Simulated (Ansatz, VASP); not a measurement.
# SbAs in two plane-wave programs, part 2 of 2

Aim: how closely do two programs agree when they are given the same cell, functional and k mesh? The cell is taken from a series of runs on this material, whose earlier steps may have relaxed, scaled, displaced or heated it; both programs get it as it stands.

VASP 6.6.1 and Ansatz 0.2.0.

So far: Set-up; Ansatz: zone-centre phonons, PBEsol with D3(BJ); VASP: zone-centre phonons, PBEsol with D3(BJ).

**3. VASP: zone-centre phonons, PBEsol with D3(BJ) (continued)**

Level of this step: PBEsol with D3(BJ); plane waves and PAW (Sb, As) (VASP).

Numbers of over 12 decimals in the logs are rounded to 6 here.

From OUTCAR (step 3):

```text
ion  position               nearest neighbor table
   1  0.237  0.237  0.237-   2 2.72   2 2.72   2 2.72   2 3.05   2 3.05   2 3.05
   2  0.763  0.763  0.763-   1 2.72   1 2.72   1 2.72   1 3.05   1 3.05   1 3.05

  LATTYP: Found a trigonal (rhomboedric) cell.
 ALAT       =     4.1183222764
 COS(alpha) =     0.5260155628

 Subroutine GETGRP returns: Found  6 space group operations
 (whereof  6 operations were pure point group operations)

The static configuration has the point symmetry C_3v.

 Found    344 irreducible k-points:

   k-points           NKPTS =    344   k-points in BZ     NKDIM =    344   number of bands    NBANDS=     11

   dimension x,y,z NGX =    30 NGY =   30 NGZ =   30
   dimension x,y,z NGXF=    60 NGYF=   60 NGZF=   60

   ENCUT  =  500.0 eV  36.75 Ry    6.06 a.u.   7.51  7.51  7.51*2*pi/ulx,y,z

   NELECT =      10.0000    total number of electrons

 k-points in reciprocal lattice and weights: Automatic mesh
   0.00000000  0.00000000  0.00000000       0.000
   0.06666667  0.00000000  0.00000000       0.002
   0.13333333  0.00000000  0.00000000       0.002
   0.20000000 -0.00000000  0.00000000       0.002
   0.26666667  0.00000000  0.00000000       0.002
   0.33333333  0.00000000  0.00000000       0.002
   0.40000000  0.00000000  0.00000000       0.002
   0.46666667 -0.00000000  0.00000000       0.002
   0.06666667  0.06666667  0.00000000       0.002
[...]
0.46666667  0.46666667  0.46666667       0.001
  -0.46666667  0.46666667  0.46666667       0.002

 Edisp (eV)   -0.89299

 average (electrostatic) potential at core
       1 -85.6625       2 -47.5516

 E-fermi :   7.2777

 k-point     1 :       0.0000    0.0000    0.0000
  band No.  band energies     occupation
      1      -6.9493      2.00000
      2       2.4953      2.00000
      3       5.0941      2.00000
      4       5.2998      2.00000
      5       5.2998      2.00000
      6      10.1754     -0.00000
      7      10.7199     -0.00000
      8      10.7199     -0.00000
      9      12.7492      0.00000
     10      12.7492      0.00000
    ...

 k-point     2 :       0.0667    0.0000    0.0000
  band No.  band energies     occupation
      1      -6.8933      2.00000
      2       2.1822      2.00000
      3       5.1167      2.00000
      4       5.2928      2.00000
      5       5.4618      2.00000
      6      10.0904     -0.00000
      7      10.5278     -0.00000
      8      10.5437     -0.00000
      9      12.5199      0.00000
     10      12.7672      0.00000
    ...

 k-point     3 :       0.1333    0.0000    0.0000
  band No.  band energies     occupation
      1      -6.7259      2.00000
      2       1.4418      2.00000
      3       5.1331      2.00000
      4       5.2772      2.00000
      5       5.8125      2.00000
      6       9.7897     -0.00000
      7      10.0264     -0.00000
      8      10.0842     -0.00000
      9      12.2915      0.00000
     10      12.8265      0.00000
    ...

 Edisp (eV)   -0.89292

  Total       0.02694     0.02694    -0.02678     0.00000     0.00000     0.00000
  in kB       0.91003     0.91003    -0.90456     0.00000     0.00000     0.00000
  external pressure =        0.31 kB  Pullay stress =        0.00 kB

  energy-cutoff  :      500.00
  volume of cell :       47.43
      direct lattice vectors                 reciprocal lattice vectors
     2.004875332  1.157515313  3.406055134     0.249392065  0.143986576  0.097864926
    -2.004875332  1.157515313  3.406055134    -0.249392065  0.143986576  0.097864926
     0.000000000 -2.315030625  3.406055134     0.000000000 -0.287973152  0.097864926

 POSITION                                       TOTAL-FORCE (eV/Angst)
 -----------------------------------------------------------------------------------
      0.00000     -0.00000      2.41677         0.000000      0.000000     -0.019943
      0.00000     -0.00000      7.78638         0.000000     -0.000000      0.019943
 -----------------------------------------------------------------------------------
    total drift:                               -0.000000     -0.000000      0.000228

  FREE ENERGIE OF THE ION-ELECTRON SYSTEM (eV)
  ---------------------------------------------------
  free  energy   TOTEN  =       -10.5581068789 eV

  energy  without entropy=      -10.5596286078  energy(sigma->0) =      -10.55861412

 Eigenvectors and eigenvalues of the dynamical matrix
 ----------------------------------------------------

   1 f  =    5.066826 THz    31.835807 2PiTHz  169.011125 cm-1    20.954699 meV
             X         Y         Z           dx          dy          dz
      0.000000 -0.000000  2.416765     0.000000    0.000000   -0.617232
      0.000000 -0.000000  7.801380    -0.000000   -0.000000    0.786781

   2 f  =    3.399527 THz    21.359856 2PiTHz  113.396005 cm-1    14.059306 meV
             X         Y         Z           dx          dy          dz
      0.000000 -0.000000  2.416765     0.617179   -0.000026   -0.000000
      0.000000 -0.000000  7.801380    -0.786823    0.000033    0.000000

   3 f  =    3.399527 THz    21.359856 2PiTHz  113.396005 cm-1    14.059306 meV
             X         Y         Z           dx          dy          dz
      0.000000 -0.000000  2.416765    -0.000026   -0.617179   -0.000000
      0.000000 -0.000000  7.801380     0.000033    0.786823    0.000000

   4 f/i=    0.000137 THz     0.000860 2PiTHz    0.004563 cm-1     0.000566 meV
             X         Y         Z           dx          dy          dz
      0.000000 -0.000000  2.416765     0.199561    0.761095   -0.000002
      0.000000 -0.000000  7.801380     0.156534    0.596998   -0.000001

   5 f/i=    0.000137 THz     0.000860 2PiTHz    0.004563 cm-1     0.000566 meV
             X         Y         Z           dx          dy          dz
      0.000000 -0.000000  2.416765    -0.761095    0.199561   -0.000000
      0.000000 -0.000000  7.801380    -0.596998    0.156534   -0.000000

   6 f/i=    0.000137 THz     0.000861 2PiTHz    0.004569 cm-1     0.000566 meV
             X         Y         Z           dx          dy          dz
      0.000000 -0.000000  2.416765    -0.000000    0.000002    0.786781
      0.000000 -0.000000  7.801380    -0.000000    0.000001    0.617232

 ELASTIC MODULI CONTR FROM IONIC RELAXATION (kBar)
 Direction    XX          YY          ZZ          XY          YZ          ZX
 --------------------------------------------------------------------------------
 XX        -136.1974    -98.0976   -174.4925      0.0000     62.8026     -0.0000
 YY         -98.0976   -136.1974   -174.4925     -0.0000    -62.8026      0.0000
 ZZ        -174.4925   -174.4925   -259.9086     -0.0000      0.0000      0.0000
 XY           0.0000     -0.0000     -0.0000    -19.0499     -0.0000     62.8026
 YZ          62.8026    -62.8026      0.0000     -0.0000   -207.0437      0.0000
 ZX          -0.0000      0.0000      0.0000     62.8026      0.0000   -207.0435
 --------------------------------------------------------------------------------

 total charge
# of ion       s       p       d       tot
------------------------------------------
    1        1.228   1.109   0.053   2.390
    2        1.290   1.402   0.044   2.736
--------------------------------------------------
tot          2.518   2.511   0.096   5.126

[... 3 further parts left out ...]
```

CONTCAR:

```
SbAs
   1.00000000000000
     2.0048753322000001    1.1575153127000000    3.4060551339999998
    -2.0048753322000001    1.1575153127000000    3.4060551339999998
     0.0000000000000000   -2.3150306254999999    3.4060551339999998
  Sb              As
     1     1
Direct
     0.2365165726000029    0.2365165726000029    0.2365165726000029
     0.7620134535113353    0.7620134535113353    0.7620134535113988
```

Levels, forces or a CONTCAR printed for this step are those of its last displaced cell, not of the structure at rest.

**4. Differences**

Known differences besides the potentials themselves: the data sets hold 30 valence electrons in Ansatz (on its default PAW (the set named soft_2) files) and 10 in VASP; the cutoff is 420 eV in Ansatz and 500 eV in VASP; Ansatz makes its cores anew for this functional, VASP keeps those of its PBE data sets; Ansatz takes the dispersion share of the force constants at frozen C6 weights, VASP differentiates the full forces; VASP uses finite displacements, Ansatz perturbation theory. Total energies have different zeros and are not compared.

Both answers:

| quantity | Ansatz | VASP | difference |
| --- | --- | --- | --- |
| optical mode 1 to 2 (cm⁻¹) | 108.9 | 113.4 | -3.96 % |
| optical mode 3 (cm⁻¹) | 165.9 | 169.0 | -1.85 % |

Modes are paired by rising frequency, not by their patterns, so a pair may set unlike modes beside each other; they are those without the splitting of longitudinal modes.

**5. Outcome**

```yaml
r_m_s_difference_of_the_optical_zone_centre_modes_each_program_s_sorted_by_frequency_zone_centre_phonons_pbesol_with_d3_bj: 4.1 cm⁻¹
difference_in_optical_mode_1_to_2_zone_centre_phonons_pbesol_with_d3_bj: -4.0 %
```

The r.m.s. difference of the optical zone-centre modes, each program's sorted by frequency is 4.1 cm⁻¹ (zone-centre phonons, PBEsol with D3(BJ)). The data sets hold unlike numbers of valence electrons (30 in Ansatz and 10 in VASP), so part of the differences comes from the potentials. Among the rows given in per cent, the largest difference of the zone-centre phonons, PBEsol with D3(BJ) pair is in optical mode 1 to 2, -4.0 %. Such differences can come from data sets, numerical settings and the points named under the comparisons, not from the functional's error against experiment.

[Lines on the potential files, build, host, timing and source positions are cut from VASP's logs without a mark.]

[Logs are printed without paths, hosts, clocks, repeated set-up lines and the standing remarks that a program may print on its own settings, such as how far it seeks lower states.]

[Hosts, paths, dates, database ids (printed as entryN), source tags and the programs' standing remarks are cut or masked in the printed files.]
